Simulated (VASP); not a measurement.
Input:

```xyz
2
Lattice="2.8464 0.0000 0.0000 0.0000 2.8464 0.0000 0.0000 0.0000 2.8464" Properties=species:S:1:pos:R:3 pbc="T T T"
Zn     1.4232     1.4232     1.4232
Cu     0.0000     0.0000     0.0000
```

Method: LDA (Ceperley-Alder, Perdew-Zunger), VASP's LDA PAW potentials (set 64) (plane waves; VASP). Settings: 500 eV cut-off, 13×13×13 Γ-centred mesh, first-order Methfessel-Paxton smearing of 0.10 eV, potentials Zn Cu.

Energy and stress use the plane-wave basis of the starting cell.

Question: The ions, cell shape and volume at an external pressure of 10.0 GPa are relaxed. Predict the relaxed structure.

Answer: 
```xyz
2
Lattice="2.8213 0.0000 0.0000 0.0000 2.8213 0.0000 0.0000 0.0000 2.8213" Properties=species:S:1:pos:R:3 pbc="T T T"
Zn     1.4107     1.4107     1.4107
Cu     0.0000     0.0000     0.0000
```
Space group Pm-3m (221), at a tolerance of 0.03 Å.

Question: How do energy and volume change from the first to the last step?

Answer: The energy (σ→0) changes by +13.9 meV/atom and the volume by -2.6 %, in 3 ionic steps.

The compound is CuZn in the CsCl type structure. This run relaxes it under an external pressure of 10 GPa. Symmetry was kept, so distortions that lower it aren't found. The electron count is odd and the run is not spin-polarised, which forces a metal.
